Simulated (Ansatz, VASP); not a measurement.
# InH3 in two plane-wave programs

Wanted: the spread between two codes on one cell, functional and k mesh. The cell is generated by rule, not measured, and may not be a known phase. Of the first pair: The two relaxations start from unlike cells of this crystal (the structure described is Ansatz's start), so only their ends are compared.

Method: plane waves, with VASP 6.6.1 beside it; relaxation of cell and atoms at LDA and zone-centre phonons at LDA, in Ansatz 0.2.0.

## (1) Set-up

The structure is cubic, space group Pm-3m (No. 221). Conventional cell: a = 4.268 Å, b = 4.268 Å, c = 4.268 Å, α = 90.00°, β = 90.00°, γ = 90.00°. In has 6 H at 2.13 Å nearest. Nearest to H lie 2 In at 2.13 Å. Farther neighbours are not listed.

## (2) VASP: relaxation of cell and atoms, LDA, pair 1

The relaxed volume is the usual yardstick between codes: in a stiff, nearly cubic crystal its relative difference is about their pressure difference at one cell divided by the bulk modulus.

Lines of VASP's logs that name or quote its potential files are left out, and so is its time.

Contents of INCAR:

```
SYSTEM = InH3
PREC = Accurate
ENCUT = 500
EDIFF = 1E-07
NELM = 120
ISMEAR = 0
SIGMA = 0.1
LREAL = .FALSE.
ALGO = Normal
GGA = CA
NBANDS = 14
LORBIT = 11
LWAVE = .FALSE.
LCHARG = .FALSE.
ISIF = 3
IBRION = 2
NSW = 80
EDIFFG = -0.005
LASPH = .TRUE.
GGA_COMPAT = .FALSE.
NELMIN = 4
KPAR = 2
```

Contents of POSCAR:

```
InH3
1.0
    3.7907984115      0.0000000000      0.0000000000
    0.0000000000      3.7907984115      0.0000000000
    0.0000000000      0.0000000000      3.7907984115
In H
1 3
Direct
    0.0000000000      0.0000000000      0.0000000000
    0.5000000000      0.0000000000      0.0000000000
    0.0000000000      0.5000000000      0.0000000000
    0.0000000000      0.0000000000      0.5000000000
```

Contents of KPOINTS:

```
Automatic mesh
0
Gamma
6 6 6
0 0 0
```

Potentials, in the order of the species: In_d and H (LDA family, release 64).

Run with:

```sh
mpirun -np 2 vasp_std
```

Numbers of over 12 decimals in the logs are rounded to 6 here.

Log:

```text
[banner, memory and clock lines left out]
running    2 mpi-ranks, on    1 nodes
 distrk:  each k-point on    1 cores,    2 groups
 distr:  one band on    1 cores,    1 groups

 POSCAR found type information on POSCAR InH
 POSCAR found :  2 types and       4 ions
 LDA part: xc-table for (Slater(with rela. corr.)+CA(PZ))
 , standard interpolation
 POSCAR, INCAR and KPOINTS ok, starting setup
 FFT: planning ... GRIDC
 FFT: planning ... GRID_SOFT
 FFT: planning ... GRID
 WAVECAR not read
 entering main loop
       N       E                     dE             d eps       ncg     rms          rms(c)
DAV:   1     0.909740793273E+02    0.90974E+02   -0.72526E+03   560   0.118E+03
DAV:   2    -0.677511985084E+01   -0.97749E+02   -0.92048E+02   602   0.277E+02
DAV:   3    -0.130004338295E+02   -0.62253E+01   -0.61807E+01   716   0.760E+01
DAV:   4    -0.131789818949E+02   -0.17855E+00   -0.17844E+00   700   0.145E+01
DAV:   5    -0.131872107003E+02   -0.82288E-02   -0.82284E-02   828   0.252E+00    0.699E+00
DAV:   6    -0.125896936329E+02    0.59752E+00   -0.41551E-01   836   0.123E+01    0.332E+00
DAV:   7    -0.124388241056E+02    0.15087E+00   -0.22419E-01   766   0.500E+00    0.490E-01
DAV:   8    -0.124365914105E+02    0.22327E-02   -0.19966E-02   744   0.197E+00    0.272E-01
DAV:   9    -0.124373631832E+02   -0.77177E-03   -0.98777E-04   730   0.263E-01    0.143E-01
DAV:  10    -0.124375147256E+02   -0.15154E-03   -0.14922E-04   660   0.172E-01    0.545E-02
DAV:  11    -0.124374731834E+02    0.41542E-04   -0.47355E-05   794   0.568E-02    0.456E-02
DAV:  12    -0.124374794871E+02   -0.63037E-05   -0.94209E-06   614   0.181E-02    0.576E-03
DAV:  13    -0.124374792211E+02    0.26596E-06   -0.48562E-07   760   0.582E-03    0.627E-04
DAV:  14    -0.124374792415E+02   -0.20363E-07   -0.47293E-08   494   0.162E-03
   1 F= -.12437479E+02 E0= -.12436497E+02  d E =-.124375E+02
 curvature:   0.00 expect dE= 0.000E+00 dE for cont linesearch  0.000E+00
 trial: gam= 0.00000 g(F)=  0.000E+00 g(S)=  0.944E-04 ort = 0.000E+00 (trialstep = 0.100E+01)
 search vector abs. value=  0.944E-04
 bond charge predicted
       N       E                     dE             d eps       ncg     rms          rms(c)
DAV:   1    -0.124380953174E+02   -0.61610E-03   -0.12604E-02   722   0.227E+00    0.150E-01
DAV:   2    -0.124376230688E+02    0.47225E-03   -0.94942E-04   698   0.709E-01    0.535E-02
DAV:   3    -0.124375557809E+02    0.67288E-04   -0.19775E-04   758   0.301E-01    0.340E-02
DAV:   4    -0.124375556806E+02    0.10029E-06   -0.80954E-06   590   0.265E-02    0.301E-02
DAV:   5    -0.124375524178E+02    0.32628E-05   -0.25054E-06   614   0.138E-02    0.105E-02
DAV:   6    -0.124375521986E+02    0.21917E-06   -0.28046E-07   690   0.434E-03    0.458E-03
DAV:   7    -0.124375521670E+02    0.31620E-07   -0.24917E-08   364   0.239E-03
   2 F= -.12437552E+02 E0= -.12436570E+02  d E =-.729255E-04
 trial-energy change:   -0.000073  1 .order   -0.000068   -0.000094   -0.000041
 step:   1.4202(harm=  1.7690)  dis= 0.00000  next Energy=   -12.437561 (dE=-0.819E-04)
 bond charge predicted
       N       E                     dE             d eps       ncg     rms          rms(c)
DAV:   1    -0.124376612821E+02   -0.10908E-03   -0.22212E-03   722   0.956E-01    0.628E-02
DAV:   2    -0.124375779170E+02    0.83365E-04   -0.16680E-04   704   0.298E-01    0.225E-02
DAV:   3    -0.124375660133E+02    0.11904E-04   -0.34870E-05   752   0.127E-01    0.142E-02
DAV:   4    -0.124375659912E+02    0.22102E-07   -0.14437E-06   596   0.112E-02    0.125E-02
DAV:   5    -0.124375654189E+02    0.57228E-06   -0.44166E-07   626   0.584E-03    0.431E-03
DAV:   6    -0.124375653799E+02    0.39068E-07   -0.37535E-08   348   0.184E-03
   3 F= -.12437565E+02 E0= -.12436583E+02  d E =-.861384E-04
 curvature:  -0.70 expect dE=-0.242E-05 dE for cont linesearch -0.242E-05
 trial: gam=-0.15463 g(F)=  0.587E-66 g(S)=  0.345E-05 ort = 0.180E-04 (trialstep = 0.108E+01)
 search vector abs. value=  0.126E-06
 reached required accuracy - stopping structural energy minimisation
```

From OUTCAR (step 2):

```text
ion  position               nearest neighbor table
   1  0.000  0.000  0.000-   2 1.90   3 1.90   4 1.90   4 1.90   3 1.90   2 1.90
   2  0.500  0.000  0.000-   1 1.90   1 1.90
   3  0.000  0.500  0.000-   1 1.90   1 1.90
   4  0.000  0.000  0.500-   1 1.90   1 1.90

  LATTYP: Found a simple cubic cell.
 ALAT       =     3.7907984115

 Subroutine GETGRP returns: Found 48 space group operations
 (whereof 48 operations were pure point group operations)

The static configuration has the point symmetry O_h .

 Found     20 irreducible k-points:

   k-points           NKPTS =     20   k-points in BZ     NKDIM =     20   number of bands    NBANDS=     14

   dimension x,y,z NGX =    28 NGY =   28 NGZ =   28
   dimension x,y,z NGXF=    56 NGYF=   56 NGZF=   56

   ENCUT  =  500.0 eV  36.75 Ry    6.06 a.u.   6.91  6.91  6.91*2*pi/ulx,y,z

   NELECT =      16.0000    total number of electrons

 k-points in reciprocal lattice and weights: Automatic mesh
   0.00000000  0.00000000  0.00000000       0.005
   0.16666667  0.00000000  0.00000000       0.028
   0.33333333  0.00000000  0.00000000       0.028
   0.50000000  0.00000000  0.00000000       0.014
   0.16666667  0.16666667  0.00000000       0.056
   0.33333333  0.16666667  0.00000000       0.111
   0.50000000  0.16666667  0.00000000       0.056
   0.33333333  0.33333333  0.00000000       0.056
   0.50000000  0.33333333  0.00000000       0.056
[...]
0.50000000  0.50000000  0.33333333       0.028
   0.50000000  0.50000000  0.50000000       0.005

 average (electrostatic) potential at core
       1 -98.7053       2 -34.3352       3 -34.3352       4 -34.3352

 E-fermi :   1.4158

 k-point     1 :       0.0000    0.0000    0.0000
  band No.  band energies     occupation
    ...
      2     -12.9516      2.00000
      3     -12.4276      2.00000
      4     -12.4276      2.00000
      5     -12.4276      2.00000
      6      -7.5322      2.00000
      7       1.7987      0.00000
      8       1.7987      0.00000
      9       5.2639      0.00000
     10       5.2639      0.00000
     11       5.2639      0.00000
    ...

 k-point     2 :       0.1667    0.0000    0.0000
  band No.  band energies     occupation
    ...
      3     -12.4370      2.00000
      4     -12.4370      2.00000
      5     -12.4270      2.00000
      6      -7.2887      2.00000
      7       0.2096      2.00000
      8       1.8624      0.00000
      9       5.5002      0.00000
     10       5.5002      0.00000
     11       6.0283      0.00000
     12       9.7847      0.00000
    ...

 k-point     3 :       0.3333    0.0000    0.0000
  band No.  band energies     occupation
    ...
      3     -12.4556      2.00000
      4     -12.4556      2.00000
      5     -12.4257      2.00000
      6      -6.5904      2.00000
      7      -2.0926      2.00000
      8       1.9981      0.00000
      9       6.0720      0.00000
     10       6.0720      0.00000
     11       6.8524      0.00000
     12      10.2253      0.00000
    ...

  Total       -0.0097654     -0.0097654     -0.0097654      0.0000000      0.0000000     -0.0000000
  in kB       -0.2879725     -0.2879725     -0.2879725      0.0000000      0.0000000     -0.0000000
  external PRESSURE =      -0.2879725 kB  Pullay stress =       0.0000000 kB

  energy-cutoff  :      500.00
  volume of cell :       54.33
      direct lattice vectors                 reciprocal lattice vectors
     3.787481576 -0.000000000 -0.000000000     0.264027687 -0.000000000 -0.000000000
     0.000000000  3.787481576 -0.000000000     0.000000000  0.264027687 -0.000000000
     0.000000000  0.000000000  3.787481576     0.000000000  0.000000000  0.264027687

 POSITION                                       TOTAL-FORCE (eV/Angst)
 -----------------------------------------------------------------------------------
      0.00000      0.00000      0.00000        -0.000000     -0.000000      0.000000
      1.89374     -0.00000     -0.00000         0.000000      0.000000      0.000000
      0.00000      1.89374     -0.00000         0.000000      0.000000      0.000000
      0.00000      0.00000      1.89374         0.000000      0.000000      0.000000
 -----------------------------------------------------------------------------------
    total drift:                               -0.000000     -0.000000     -0.000000

  FREE ENERGIE OF THE ION-ELECTRON SYSTEM (eV)
  ---------------------------------------------------
  free  energy   TOTEN  =       -12.4375653799 eV

  energy  without entropy=      -12.4356004934  energy(sigma->0) =      -12.43658294

 reached required accuracy - stopping structural energy minimisation

 total charge
# of ion       s       p       d       tot
------------------------------------------
    1        0.840   0.809   9.910  11.558
    2        0.511   0.009   0.000   0.520
    3        0.511   0.009   0.000   0.520
    4        0.511   0.009   0.000   0.520
--------------------------------------------------
tot          2.373   0.835   9.910  13.117

[... 3 further parts left out ...]
```

The k-mesh is coarse for a metal. The run keeps the 48 symmetry operations of its start, so it cannot find a distortion of lower symmetry.

## (3) Ansatz: relaxation of cell and atoms, LDA, pair 1

Ansatz runs on norm-conserving files, of PseudoDojo where its log says so.

Its own start cell and the same functional (in two slightly different forms), mesh and smearing now go to Ansatz, which takes its cutoff from its data sets.

Contents of input.yaml:

```yaml
crystal:
  lattice:
    - [4.268, 0.0, 0.0]
    - [0.0, 4.268, 0.0]
    - [0.0, 0.0, 4.268]
  atoms:
    - { symbol: In, position: [0.0, 0.0, 0.0] }
    - { symbol: H, position: [0.5, 0.0, 0.0] }
    - { symbol: H, position: [0.0, 0.5, 0.0] }
    - { symbol: H, position: [0.0, 0.0, 0.5] }
kpoints:
  mp_grid: { grid: [6, 6, 6] }
hamiltonian:
  xc: lda
  pseudopotentials: { kind: nc, accuracy: standard }
scf:
  occupations: { method: gaussian, width: 0.1 }
output:
  forces: true
  stress: true
  eigenvalues: true
relax:
  adjacent_minimum: "off"
  f_tol: 0.05
  max_steps: 80
  cell: { stress_tol: 0.5 }
```

Run with:

```sh
ansatz run input.yaml --threads 2 --pin off --max-ram 4096MiB --backend cpu --events-out ev --progress --plain --runs-dir out
```

Log:

```text
The last accepted step is kept in <dir> (removed where the run ends without a failure and the disk answers)
Engine: ansatz 0.2.0, aarch64-unknown-linux-gnu
Pseudopotentials: kind: nc
Pseudopotential: In, nc, valence charge 13, recommended cutoff 952.398519 eV (normal), In.nc.azcp (PseudoDojo's, or run here from an input of PseudoDojo's; its table is named by hamiltonian.pseudopotentials.accuracy)
Pseudopotential: H, nc, valence charge 1, recommended cutoff 1006.821291 eV (normal), H.nc.azcp (PseudoDojo's, or run here from an input of PseudoDojo's; its table is named by hamiltonian.pseudopotentials.accuracy)
Functional definition: SPW92
  exchange = slater_x
  correlation = pw_c
Crystal: 4 atoms, lattice volume = 77.745 Å³
Basis set: ecut = 1006.821291 eV, 5575 PW (Γ)
Bands: 12, of which v1, the nominal top of the filled ones, is band 8 counted from 1 (7 counted from 0)
Symmetry: 48 space group operations
Space group: Pm-3m (ITA 221), of the structure as read, at distance tolerance 4.3e-5 Å
k-points: 20 of 216
Non-local potential: In, projectors of the file, l = 0: 2, l = 1: 2, l = 2: 2
Non-local potential: H, projectors of the file, l = 0: 2, l = 1: 1
Initial density: superposition of atomic densities (chi_scale 0.1, normalization cell, long waves kept (reshape's long-wave potential 0.00 eV rms))
Initial wavefunctions: pseudopotential atomic-orbital guess
Functional: x = slater, c = lda
SCF iter   1: F=—  HF=-1847.942181 eV  |F-HF|=—  |Δ(HF+E_count)|=         —  Δρ=3.98e-2  dr2=1.47e0  ethr=3.10e-3  ⟨swp⟩=6.0  Hψ=1452  notcnv=0
preconditioner: auto → LDOS  [metal: Δε(μ)=0.034 eV  Ē_g=14.069 eV  σ=0.100 eV  W_gap=0.19  n_scr=18 (ndim 8)  ℏωp=16.8 eV  f_vac=0.100  D(μ)=1.07/eV (n_scr^D=6)  β→1.0]
SCF iter   2: F=—  HF=-1847.488359 eV  |F-HF|=—  |Δ(HF+E_count)|=   4.54e-1  Δρ=1.34e-2  dr2=1.38e-1  ethr=3.10e-3  ⟨swp⟩=3.0  Hψ=589  notcnv=0
preconditioner: auto → Resta (q_TF=auto, 2.096 Å⁻¹)  ε∞=2.3  [insulator: Δε(μ)=0.329 eV  Ē_g=14.530 eV  σ=0.100 eV  W_gap=0.85  n_scr=18 (ndim 8)  ℏωp=16.8 eV  f_vac=0.213  D(μ)=0.43/eV (n_scr^D=0)  ε∞_Penn≈2.3  β→0.5]
SCF iter   3: F=—  HF=-1847.439399 eV  |F-HF|=—  |Δ(HF+E_count)|=   4.90e-2  Δρ=1.87e-3  dr2=2.07e-3  ethr=8.61e-4  ⟨swp⟩=2.9  Hψ=435  notcnv=0
SCF iter   4: F=—  HF=-1847.442724 eV  |F-HF|=—  |Δ(HF+E_count)|=   3.33e-3  Δρ=1.76e-4  dr2=5.38e-5  ethr=1.29e-5  ⟨swp⟩=2.5  Hψ=394  notcnv=0
SCF iter   5: F=—  HF=-1847.442815 eV  |F-HF|=—  |Δ(HF+E_count)|=   9.11e-5  Δρ=3.56e-5  dr2=1.32e-6  ethr=3.36e-7  ⟨swp⟩=2.8  Hψ=401  notcnv=0
SCF iter   6: F=-1847.442821 eV  HF=-1847.442821 eV  |F-HF|=2.86e-8  |Δ(HF+E_count)|=   6.14e-6  Δρ=1.35e-5  dr2=8.83e-8  ethr=6.25e-10  ⟨swp⟩=12.3  Hψ=1836  notcnv=0
SCF 1 converged in 6 iterations: F = -1847.442821 eV  dr2 = 8.83e-8
relax step   1: F+E_penalty+E_count = -1847.44282140 eV  Δ(F+E_penalty+E_count) = +0.000e0 eV  max|allowed force component| = 2.745e-31 eV/Å  Δτ_max = 0.0000 Å  P = -8.770 GPa  Ω = 77.745 Å³  (6 SCF iters, dr2 threshold 1.00e-7 eV, accepted)
[...]
relax step   2: F+E_penalty+E_count = -1847.98598876 eV  Δ(F+E_penalty+E_count) = -5.432e-1 eV  max|allowed force component| = 9.835e-31 eV/Å  Δτ_max = 0.0000 Å  P = -6.928 GPa  Ω = 66.920 Å³  energy of the carried Pulay correction = +8.860e-4 eV  (5 SCF iters, dr2 threshold 4.00e-7 eV, accepted)
[...]
relax step   3: F+E_penalty+E_count = -1848.29020292 eV  Δ(F+E_penalty+E_count) = -3.042e-1 eV  max|allowed force component| = 5.475e-31 eV/Å  Δτ_max = 0.0000 Å  P = -2.342 GPa  Ω = 57.150 Å³  energy of the carried Pulay correction = +1.808e-3 eV  (5 SCF iters, dr2 threshold 4.00e-7 eV, accepted)
[...]
relax step   4: F+E_penalty+E_count = -1848.31229262 eV  Δ(F+E_penalty+E_count) = -2.209e-2 eV  max|allowed force component| = 1.157e-31 eV/Å  Δτ_max = 0.0000 Å  P = +0.307 GPa  Ω = 53.928 Å³  energy of the carried Pulay correction = +2.143e-3 eV  (5 SCF iters, dr2 threshold 4.00e-7 eV, accepted)
[...]
relax step   5: F+E_penalty+E_count = -1848.31152600 eV  Δ(F+E_penalty+E_count) = +7.666e-4 eV  max|allowed force component| = 1.512e-31 eV/Å  Δτ_max = 0.0000 Å  P = +0.295 GPa  Ω = 53.928 Å³  stress off target by 2.95e-1 GPa  SCF on the basis re-selected at this cell (its energy is not comparable with the rows above)  (4 SCF iters)
basis re-selected at this cell: Δ(F+E_penalty+E_count) = +7.666e-4 eV, ΔP = -0.012 GPa vs the last step (what re-selecting the basis moved, of the pressure what is left beyond the Pulay correction that the steps carried, after the strain that the cell walked since its last selection, with what the two solves' SCF thresholds leave and, on support functions, any second-order correction that the steps lacked; it is no measure of the basis error at this ecutwfc). The dense FFT grid was sized anew with the basis: this SCF ran on 40×40×40 points, the steps before it on 45×45×45, so part of this shift can come from that change (see relax.cell in the input reference). [rest of the remark cut]
SCF converged after 4 iterations
Free energy (F): -1848.311526 eV
Harris-Foulkes:  -1848.311526 eV  (|F-HF|=7.73e-12)
Internal energy: -1848.309561 eV  (E = F + TS)
E sigma→0 (E₀):  -1848.310544 eV
Entropy (-TS):   -0.001965 eV (-0.491 meV/atom)
Fermi energy:    3.018011 eV
--- Per-component energies (eV) ---
  E_band       = -116.737242
  E_kinetic    = 1177.744332
  E_local      = -1668.867141  (includes V_loc(G=0)·N_el)
  E_nonlocal   = -408.828433
  E_hartree    = 566.405699
  E_xc         = -563.843194
  E_vxc        = -349.597345  (∫ρ·V_xc dr)
  E_ewald      = -950.920825
  E_smearing   = -0.001965  (= −TS)
  E_closure    = -0.000000  (closes the sum)
  Σ components = -1848.311526   (vs F -1848.311526, Δ=0.00e0)
--- Forces (eV/Å), atoms counted from 1 ---
  atom   1  In    -0.00000000     0.00000000     0.00000000
  atom   2  H      0.00000000     0.00000000     0.00000000
  atom   3  H     -0.00000000     0.00000000    -0.00000000
  atom   4  H     -0.00000000     0.00000000     0.00000000
  max |Σ_I F_I| component: 2.50e-31 eV/Å
--- Stress (GPa, compression-positive) ---
        0.294880      -0.000000      -0.000000
       -0.000000       0.294880      -0.000000
       -0.000000      -0.000000       0.294880
  P = ⅓ Tr σ = 0.2949 GPa (2.949 kbar)
--- Band table (eV; the first three rows and the last of 20) ---
  k-point 0: bands = [... 4 lower, -10.8570, -5.9796, 3.4200, 3.4200, 6.8887, 6.8887, 6.8887, 10.1395]
  k-point 1: bands = [... 4 lower, -10.8563, -5.7347, 1.8167, 3.4844, 7.1261, 7.1261, 7.6613, 11.4189]
  k-point 2: bands = [... 4 lower, -10.8550, -5.0318, -0.5027, 3.6211, 7.7011, 7.7011, 8.5003, 11.8866]
  k-point 19: bands = [... 4 lower, -10.9379, -0.7714, -0.7714, -0.7714, 0.7642, 8.4483, 8.4483, 8.4483]
--- Relaxed structure (4 steps of the walk, 4 accepted, 1 SCFs on fresh bases) ---
  F+E_penalty+E_count = -1848.31152600 eV   max|allowed force component| = 1.512e-31 eV/Å   (the final SCF, on the basis selected at the relaxed cell)
  cell:  # Å, volume = 53.9282 Å³
    - [3.778087, 0, 0]
    - [0, 3.778087, 0]
    - [0, 0, 3.778087]
  atoms:
    - { symbol: In, position: [0, 0, 0] }
    - { symbol: H, position: [0.5, 0, 0] }
    - { symbol: H, position: [0, 0.5, 0] }
    - { symbol: H, position: [0, 0, 0.5] }
```

## (4) Differences

Known differences besides the potentials themselves: the two LDA forms differ slightly; the cutoff is 1006.82 eV in Ansatz and 500 eV in VASP; VASP's log shows a relativistic correction to its local exchange, Ansatz's none; Ansatz adds a Pulay correction to the stress that steers its cell, VASP none. Total energies have different zeros and are not compared.

Both answers:

| quantity | Ansatz | VASP | difference |
| --- | --- | --- | --- |
| volume (Å³) | 53.93 | 54.33 | -0.74 % |
| edge a after relaxation, in the typed setting (Å) | 3.778 | 3.788 | -0.25 % |

## (5) Ansatz: relaxation of cell and atoms, LDA, pair 2

The relaxed volume is the usual yardstick between codes: in a stiff, nearly cubic crystal its relative difference is about their pressure difference at one cell divided by the bulk modulus. Its start cell is another than that of the pair before, and may be another structure of the material.

The cell is taken from a series of runs on this material, whose earlier steps may have relaxed, scaled, displaced or heated it; both programs get it as it stands.

input.yaml, the sections that differ from step 3:

```yaml
crystal:
  lattice:
    - [3.7780866359, 0.0, 0.0]
    - [0.0, 3.7780866359, 0.0]
    - [0.0, 0.0, 3.7780866359]
  atoms:
    - { symbol: In, position: [0.0, 0.0, 0.0] }
    - { symbol: H, position: [0.5, 0.0, 0.0] }
    - { symbol: H, position: [0.0, 0.5, 0.0] }
    - { symbol: H, position: [0.0, 0.0, 0.5] }
kpoints:
  mp_grid: { grid: [10, 10, 10] }
relax:
  adjacent_minimum: "off"
  f_tol: 0.003
  max_steps: 80
  cell: { stress_tol: 0.03 }
# hamiltonian, scf, output: as in step 3
```

Log:

```text
[...]
Crystal: 4 atoms, lattice volume = 53.928 Å³
Basis set: ecut = 1006.821291 eV, 3887 PW (Γ)
Bands: 12, of which v1, the nominal top of the filled ones, is band 8 counted from 1 (7 counted from 0)
Symmetry: 48 space group operations
[...]
k-points: 56 of 1000
[...]
k-point 55: bands = [... 4 lower, -11.0113, -0.8144, -0.8144, -0.8144, 0.6674, 8.3767, 8.3767, 8.3767]
--- Relaxed structure (3 steps of the walk, 3 accepted, 1 SCFs on fresh bases) ---
[...]
cell:  # Å, volume = 54.3786 Å³
    - [3.788575, 0, 0.0]
    - [0, 3.788575, 0]
    - [0, 0, 3.788575]
  atoms:
    - { symbol: In, position: [0, 0, 0] }
    - { symbol: H, position: [0.5, 0, 0] }
    - { symbol: H, position: [0, 0.5, 0] }
    - { symbol: H, position: [0, 0, 0.5] }
[key lines of the parts left out:]
SCF converged after 4 iterations
Free energy (F): -1848.275959 eV
Fermi energy:    3.022322 eV
P = ⅓ Tr σ = -0.0008 GPa (-0.008 kbar)
```

(Part 1 of 2 ends here.)

[Lines on the potential files, build, host, timing and source positions are cut from VASP's logs without a mark.]

[Logs are printed without paths, hosts, clocks, repeated set-up lines and the standing remarks that a program may print on its own settings, such as how far it seeks lower states.]

[Hosts, paths, dates, database ids (printed as entryN), source tags and the programs' standing remarks are cut or masked in the printed files.]
